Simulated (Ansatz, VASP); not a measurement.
# YbOs: VASP beside Ansatz, part 2 of 2

Aim: how closely do two programs agree when they are given the same cell, functional and k mesh? The cell is invented: As first built, before any earlier steps moved the atoms: it takes the YbPd structure with some of its atoms replaced by other elements, volume scaled by an estimate. It may not be a known or stable phase. The cell comes out of the VASP series on this material, whose earlier steps may have relaxed, scaled or displaced it; both programs get it as it stands.

VASP 6.6.1 and Ansatz 0.2.0.

So far: The starting structure; Ansatz: relaxation of cell and atoms, PBE.

### 3. VASP: relaxation of cell and atoms, PBE

Level of this step: PBE, spin-polarised from a ferromagnetic start; plane waves and PAW (Os, Yb); invented cell (VASP).

The same cell, functional, mesh and smearing now go to VASP, with its own data sets and cutoff.

Lines of VASP's logs that name or quote its potential files are left out, and so is its time.

Input file INCAR:

```
SYSTEM = YbOs
PREC = Accurate
ENCUT = 450
EDIFF = 1E-06
NELM = 100
ISMEAR = 1
SIGMA = 0.2
LREAL = .FALSE.
ALGO = Normal
GGA = PE
ISPIN = 2
MAGMOM = 1 1
LMAXMIX = 6
LORBIT = 11
LWAVE = .FALSE.
LCHARG = .FALSE.
IBRION = 2
NSW = 60
ISIF = 3
EDIFFG = -0.01
```

Input file POSCAR:

```
YbOs
1.0
    3.3560723770      0.0000000000      0.0000000000
    0.0000000000      3.3560723770      0.0000000000
    0.0000000000      0.0000000000      3.3560723770
Os Yb
1 1
Direct
    0.0000000000      0.0000000000      0.0000000000
    0.5000000000      0.5000000000      0.5000000000
```

Input file KPOINTS:

```
Automatic mesh
0
Gamma
7 7 7
0 0 0
```

Potentials, in the order of the species: Os and Yb (PBE family, release 64).

Started as:

```bash
$ mpirun -np 1 vasp_std
```

Numbers of over 12 decimals in the logs are rounded to 6 here.

Log:

```text
[banner, memory and clock lines left out]
running    1 mpi-ranks, on    1 nodes
 distrk:  each k-point on    1 cores,    1 groups
 distr:  one band on    1 cores,    1 groups

 POSCAR found type information on POSCAR OsYb
 POSCAR found :  2 types and       2 ions
 LDA part: xc-table for (Slater+PW92), standard interpolation
 POSCAR, INCAR and KPOINTS ok, starting setup
 FFT: planning ... GRIDC
 FFT: planning ... GRID_SOFT
 FFT: planning ... GRID
 WAVECAR not read
 entering main loop
       N       E                     dE             d eps       ncg     rms          rms(c)
DAV:   1     0.171719929489E+03    0.17172E+03   -0.11078E+04  2276   0.879E+03
DAV:   2     0.134366739725E+02   -0.15828E+03   -0.14979E+03  2143   0.782E+02
DAV:   3    -0.104929545639E+02   -0.23930E+02   -0.22151E+02  2345   0.157E+02
DAV:   4    -0.150555192219E+02   -0.45626E+01   -0.44979E+01  3204   0.542E+01
DAV:   5    -0.153888105255E+02   -0.33329E+00   -0.32725E+00  2870   0.165E+01    0.577E+01
DAV:   6    -0.221623693253E+02   -0.67736E+01   -0.85605E+01  1801   0.586E+02    0.206E+02
DAV:   7    -0.213436018558E+02    0.81877E+00   -0.35422E+00  2677   0.228E+01    0.199E+02
DAV:   8    -0.211088672442E+02    0.23473E+00   -0.25179E-01  3108   0.391E+00    0.184E+02
DAV:   9    -0.146888824422E+02    0.64200E+01   -0.99419E+00  2438   0.976E+01    0.916E+01
DAV:  10    -0.157480754614E+02   -0.10592E+01   -0.13394E+01  3033   0.262E+02    0.412E+01
DAV:  11    -0.145128822960E+02    0.12352E+01   -0.12259E+01  2174   0.135E+02    0.297E+01
DAV:  12    -0.142254035061E+02    0.28748E+00   -0.69724E-01  3098   0.534E+01    0.207E+01
DAV:  13    -0.143429171342E+02   -0.11751E+00   -0.18402E-01  3040   0.163E+01    0.218E+01
DAV:  14    -0.142464950509E+02    0.96422E-01   -0.44398E-02  2872   0.176E+01    0.243E+01
[...]
DAV:  24    -0.140902916609E+02   -0.55443E-02   -0.25584E-02  2850   0.901E+00    0.837E+00
DAV:  25    -0.140844361713E+02    0.58555E-02   -0.10027E-02  2619   0.625E+00    0.333E+00
DAV:  26    -0.140846470800E+02   -0.21091E-03   -0.11212E-03  2913   0.143E+00    0.136E+00
DAV:  27    -0.140840515948E+02    0.59549E-03   -0.85508E-04  3068   0.132E+00    0.430E-01
DAV:  28    -0.140840533488E+02   -0.17540E-05   -0.14510E-04  3051   0.434E-01    0.208E-01
DAV:  29    -0.140840261851E+02    0.27164E-04   -0.57208E-05  2971   0.264E-01    0.285E-01
DAV:  30    -0.140840216598E+02    0.45252E-05   -0.12707E-05  2315   0.189E-01    0.149E-01
DAV:  31    -0.140840215550E+02    0.10486E-06   -0.30238E-06  1655   0.558E-02
   1 F= -.14084022E+02 E0= -.14092334E+02  d E =-.140840E+02  mag=     0.0012
[... from here on, the cycles between the ionic steps are left out ...]
   2 F= -.14083635E+02 E0= -.14092042E+02  d E =0.386649E-03  mag=     0.0000
   3 F= -.14083977E+02 E0= -.14092256E+02  d E =0.446460E-04  mag=    -0.0000
   4 F= -.14084016E+02 E0= -.14092287E+02  d E =0.576653E-05  mag=    -0.0000
   5 F= -.14084020E+02 E0= -.14092318E+02  d E =0.140838E-05  mag=    -0.0000
   6 F= -.14084021E+02 E0= -.14092309E+02  d E =0.102888E-05  mag=    -0.0000
   7 F= -.14084021E+02 E0= -.14092309E+02  d E =0.643605E-06  mag=    -0.0000
   8 F= -.14084021E+02 E0= -.14092296E+02  d E =0.357129E-06  mag=    -0.0000
   9 F= -.14084021E+02 E0= -.14092302E+02  d E =0.425816E-06  mag=     0.0000
  10 F= -.14084021E+02 E0= -.14092307E+02  d E =0.457668E-06  mag=    -0.0000
  11 F= -.14084021E+02 E0= -.14092309E+02  d E =0.456066E-06  mag=    -0.0000
  12 F= -.14084021E+02 E0= -.14092311E+02  d E =0.447038E-06  mag=    -0.0000
  13 F= -.14084021E+02 E0= -.14092311E+02  d E =0.445450E-06  mag=    -0.0000
  14 F= -.14084021E+02 E0= -.14092311E+02  d E =0.446095E-06  mag=     0.0000
 curvature:  -0.00 expect dE=-0.102E-10 dE for cont linesearch -0.102E-10
 ZBRENT: interpolating
 opt :   0.0000  next Energy=   -14.084022 (dE=-0.373E-11)
 bond charge predicted
       N       E                     dE             d eps       ncg     rms          rms(c)
DAV:   1    -0.140840211035E+02   -0.21828E-10   -0.23822E-08   930   0.120E-02    0.191E-04
DAV:   2    -0.140840211061E+02   -0.26148E-08   -0.13345E-08   925   0.888E-03
  15 F= -.14084021E+02 E0= -.14092310E+02  d E =0.448837E-06  mag=     0.0000
 curvature:  -0.00 expect dE=-0.452E-11 dE for cont linesearch -0.452E-11
 ZBRENT: interpolating
[... the rest is left out ...]
```

OUTCAR, selected parts (step 3):

```text
ion  position               nearest neighbor table
   1  0.000  0.000  0.000-   2 2.91   2 2.91   2 2.91   2 2.91   2 2.91   2 2.91   2 2.91   2 2.91

  LATTYP: Found a simple cubic cell.
 ALAT       =     3.3560723770

 Subroutine GETGRP returns: Found 48 space group operations
 (whereof 48 operations were pure point group operations)

The static configuration has the point symmetry O_h .

 Found     20 irreducible k-points:

   k-points           NKPTS =     20   k-points in BZ     NKDIM =     20   number of bands    NBANDS=     21

   dimension x,y,z NGX =    24 NGY =   24 NGZ =   24
   dimension x,y,z NGXF=    48 NGYF=   48 NGZF=   48

   ENCUT  =  450.0 eV  33.07 Ry    5.75 a.u.   5.80  5.80  5.80*2*pi/ulx,y,z

   NELECT =      32.0000    total number of electrons

 k-points in reciprocal lattice and weights: Automatic mesh
   0.00000000  0.00000000  0.00000000       0.003
   0.14285714  0.00000000  0.00000000       0.017
   0.28571429  0.00000000  0.00000000       0.017
   0.42857143  0.00000000  0.00000000       0.017
   0.14285714  0.14285714  0.00000000       0.035
   0.28571429  0.14285714  0.00000000       0.070
   0.42857143  0.14285714  0.00000000       0.070
   0.28571429  0.28571429  0.00000000       0.035
   0.42857143  0.28571429  0.00000000       0.070
[...]
0.42857143  0.42857143  0.28571429       0.070
   0.42857143  0.42857143  0.42857143       0.023

 average (electrostatic) potential at core
       1 -46.8821       2 -32.4147

 E-fermi :   4.3456

 spin component 1
 k-point     1 :       0.0000    0.0000    0.0000
  band No.  band energies     occupation
    ...
     13       3.8325      1.00086
     14       3.8325      1.00086
     15       3.9311      1.00628
     16       3.9311      1.00628
     17       3.9311      1.00628
     18       8.9671      0.00000
     19       8.9671      0.00000
     20      13.2646      0.00000
     21      13.2646      0.00000

 k-point     2 :       0.1429    0.0000    0.0000
  band No.  band energies     occupation
    ...
     13       3.8149      1.00057
     14       3.8149      1.00057
     15       4.1163      1.03441
     16       4.1163      1.03441
     17       4.2229      0.92601
     18       8.4582      0.00000
     19       8.9863      0.00000
     20      11.0837      0.00000
     21      11.0837      0.00000

 k-point     3 :       0.2857    0.0000    0.0000
  band No.  band energies     occupation
    ...
     12       3.8475      1.00121
     13       3.8475      1.00121
     14       3.8958      1.00329
     15       4.2816      0.75628
     16       4.2816      0.75628
     17       4.6115     -0.03401
     18       7.3327     -0.00000
     19       7.9389     -0.00000
     20       9.3655      0.00000
     21       9.3655      0.00000

 k-point     4 :       0.4286    0.0000    0.0000
  band No.  band energies     occupation
    ...
     10       3.3483      1.00000
     11       3.6950      1.00002
     12       3.8776      1.00230
     13       3.8776      1.00230
     14       4.0612      1.03093
     15       4.3840      0.34096
     16       4.3840      0.34096
     17       4.8927     -0.00038
     18       6.3185     -0.00000
     19       6.3536     -0.00000
    ...

 k-point     5 :       0.1429    0.1429    0.0000
  band No.  band energies     occupation
    ...
     12       3.8104      1.00051
     13       3.8208      1.00065
     14       3.8402      1.00102
     15       3.9584      1.00978
     16       4.1661      1.01099
     17       4.5094      0.00526
     18       8.4409      0.00000
     19       8.8774      0.00000
     20       9.5021      0.00000
     21      10.3559      0.00000

 k-point     6 :       0.2857    0.1429    0.0000
  band No.  band energies     occupation
    ...
     12       3.8441      1.00112
     13       3.8655      1.00179
     14       3.8791      1.00237
     15       4.0404      1.02648
     16       4.2341      0.90018
     17       4.6356     -0.02982
     18       7.6142     -0.00000
     19       7.7832     -0.00000
     20       9.0455      0.00000
     21       9.5209      0.00000

  Total       -0.0074462     -0.0074462     -0.0074462     -0.0000000      0.0000000     -0.0000000
  in kB       -0.3172040     -0.3172040     -0.3172040     -0.0000000      0.0000000     -0.0000000
  external PRESSURE =      -0.3172040 kB  Pullay stress =       0.0000000 kB

  energy-cutoff  :      450.00
  volume of cell :       37.61
      direct lattice vectors                 reciprocal lattice vectors
     3.350444628 -0.000000000 -0.000000000     0.298467849 -0.000000000  0.000000000
     0.000000000  3.350444628 -0.000000000     0.000000000  0.298467849 -0.000000000
    -0.000000000  0.000000000  3.350444628     0.000000000  0.000000000  0.298467849

 POSITION                                       TOTAL-FORCE (eV/Angst)
 -----------------------------------------------------------------------------------
      0.00000      0.00000      0.00000         0.000000      0.000000      0.000000
      1.67522      1.67522      1.67522        -0.000000     -0.000000      0.000000
 -----------------------------------------------------------------------------------
    total drift:                                0.000000     -0.000000     -0.000000

  FREE ENERGIE OF THE ION-ELECTRON SYSTEM (eV)
  ---------------------------------------------------
  free  energy   TOTEN  =       -14.0840773557 eV

  energy  without entropy=      -14.1083150854  energy(sigma->0) =      -14.09215660

 reached required accuracy - stopping structural energy minimisation

 total charge
# of ion       s       p       d       f       tot
--------------------------------------------------
    1        0.650   0.311   6.107   0.000   7.069
    2        2.218   6.119   0.689  13.365  22.390
--------------------------------------------------
tot          2.868   6.430   6.796  13.365  29.459

 magnetization (x)
# of ion       s       p       d       f       tot
--------------------------------------------------
    1        0.000   0.000  -0.000   0.000  -0.000
    2       -0.000  -0.000   0.000  -0.000  -0.000
--------------------------------------------------
tot         -0.000  -0.000   0.000  -0.000  -0.000

[... 1 further part left out ...]
```

### 4. Side by side

Known differences besides the PAW data sets themselves: both relaxations stop at a tolerance, which leaves soft axes loose, and VASP keeps its plane-wave basis; the data sets hold 40 valence electrons in Ansatz (default PAW (the set named soft_2) files) and 32 in VASP; the cutoff is 420 eV in Ansatz and 450 eV in VASP; VASP leaves aspherical gradient terms in its spheres out (LASPH is not set), Ansatz keeps them; Ansatz adds a Pulay correction to the stress that steers its cell, VASP none. Total energies have different zeros and are not compared.

Compared:

| quantity | Ansatz | VASP | difference |
| --- | --- | --- | --- |
| volume (Å³) | 37.68 | 37.61 | +0.18 % |
| edge a after relaxation, in the typed setting (Å) | 3.353 | 3.350 | +0.06 % |

The walks stopped with 0.00 GPa left in Ansatz and -0.03 GPa in VASP; each walk ends within a tolerance, so the volume difference is uncertain by about these residues over the bulk modulus, most in soft cells.

### 5. Outcome

```yaml
difference_in_volume_relaxation_of_cell_and_atoms_pbe: 0.18 %
```

**Reading.** The difference in volume is 0.18 % (relaxation of cell and atoms, PBE), within the 1.2 % picked in this series as the mark of a large difference, as far as the stopping tolerances let one tell. Differences of this kind measure data sets and numerical settings, not the functional's error against experiment.

[Lines on the potential files, build, host, timing and source positions are cut from VASP's logs without a mark.]

[Logs are printed without paths, hosts, clocks, repeated set-up lines and the standing remarks that a program may print on its own settings, such as how far it seeks lower states.]

[Hosts, paths, dates, database ids (printed as entryN), source tags and the programs' standing remarks are cut or masked in the printed files.]
